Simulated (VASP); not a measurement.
OSZICAR of a VASP run on NaCl (rock salt):

OSZICAR:
```
       N       E                     dE             d eps       ncg     rms          rms(c)
DAV:   1     0.772940980018E+02    0.77294E+02   -0.66931E+03   787   0.109E+03
DAV:   2    -0.905718172046E+01   -0.86351E+02   -0.80238E+02   905   0.260E+02
DAV:   3    -0.158212212799E+02   -0.67640E+01   -0.67210E+01   926   0.762E+01
DAV:   4    -0.159557401057E+02   -0.13452E+00   -0.13442E+00   891   0.119E+01
DAV:   5    -0.159590979130E+02   -0.33578E-02   -0.33576E-02   989   0.177E+00    0.223E+00
DAV:   6    -0.137291501865E+02    0.22299E+01   -0.85820E-01   830   0.110E+01    0.271E+00
DAV:   7    -0.135866733737E+02    0.14248E+00   -0.23044E-01   782   0.715E+00    0.671E-01
DAV:   8    -0.139125419325E+02   -0.32587E+00   -0.30273E-01   770   0.611E+00    0.916E-01
DAV:   9    -0.137757340437E+02    0.13681E+00   -0.60379E-02   776   0.316E+00    0.630E-01
DAV:  10    -0.137981948602E+02   -0.22461E-01   -0.34012E-02   773   0.220E+00    0.302E-01
DAV:  11    -0.137856725360E+02    0.12522E-01   -0.96466E-03   770   0.114E+00    0.178E-01
DAV:  12    -0.137856659698E+02    0.65663E-05   -0.81427E-05   982   0.112E-01
   1 F= -.13785666E+02 E0= -.13785666E+02  d E =-.137857E+02
```

Q: Which electronic solver shows in the log?

A: It is blocked Davidson (ALGO = Normal, or the opening steps of other solvers). The INCAR had ALGO = Normal.

Q: Can the final energy be trusted as converged?

A: The run converged. It stopped with EDIFF = 1E-5, NELM = 100, NSW = 20 and EDIFFG = -0.03 after 1 ionic step (r2SCAN meta-GGA, plane waves, VASP's PBE PAW potentials (set 64)).

The compound is NaCl in the rock salt structure. It was relaxed first.
